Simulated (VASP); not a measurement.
An input for Quantum ESPRESSO's pw.x (written as the equivalent of a VASP run, and not itself run):

```
&CONTROL
  calculation = 'relax'
  pseudo_dir = './pseudo'
  outdir = './out'
  tprnfor = .true.
  tstress = .true.
  nstep = 30
  forc_conv_thr = 0.00039
/
&SYSTEM
  ibrav = 0
  nat = 2
  ntyp = 1
  ecutwfc = 36
  occupations = 'smearing'
  smearing = 'gaussian'
  degauss = 0.003675
  input_dft = 'pbesol'
/
&ELECTRONS
  conv_thr = 7.3e-09
  electron_maxstep = 100
/
&IONS
/
ATOMIC_SPECIES
  Si 28.085 Si.upf
CELL_PARAMETERS angstrom
     0.0000000    2.6362831    2.6362831
     2.6362831    0.0000000    2.6362831
     2.6362831    2.6362831    0.0000000
ATOMIC_POSITIONS crystal
  Si   0.0000000  0.0000000  0.0000000
  Si   0.2500000  0.2500000  0.2500000
K_POINTS automatic
  8 8 8 0 0 0
```

**Question.** Translate this input to VASP (INCAR, KPOINTS, POSCAR, choice of POTCAR).

**Answer.** This is not unique; one that fits is 
File POSCAR:
```
Si
1
    0.0000000000     2.6362830724     2.6362830724
    2.6362830724     0.0000000000     2.6362830724
    2.6362830724     2.6362830724     0.0000000000
Si
2
Direct
  0.0000000000   0.0000000000   0.0000000000
  0.2500000000   0.2500000000   0.2500000000
```

**KPOINTS**
```
Automatic mesh
0
Gamma
8 8 8
0 0 0
```

INCAR:
```
! general
SYSTEM = Si
PREC   = Accurate
ENCUT  = 480
LREAL  = .False.
LASPH  = .True.

! electronic loop
EDIFF  = 1E-7
NELM   = 100
ALGO   = Normal

! smearing
ISMEAR = 0
SIGMA  = 0.05

! functional
GGA    = PS

! ions
IBRION = 2
NSW    = 30
ISIF   = 2
EDIFFG = -0.01

! output
LWAVE  = .False.
LCHARG = .False.
```

POTCAR, in this order: Si (PBE.64 set). Program: vasp_std.

Limits of the translation: the potentials are each code's own (VASP's PAW set, PseudoDojo norm-conserving files in pw.x), so ENCUT and ecutwfc are chosen apart and not converted; conv_thr bounds pw.x's estimated SCF error, while EDIFF bounds the energy change between steps; forc_conv_thr acts on force components and is met together with etot_conv_thr.

The compound is Si in the diamond structure. This cell was strained or had an atom moved on purpose.
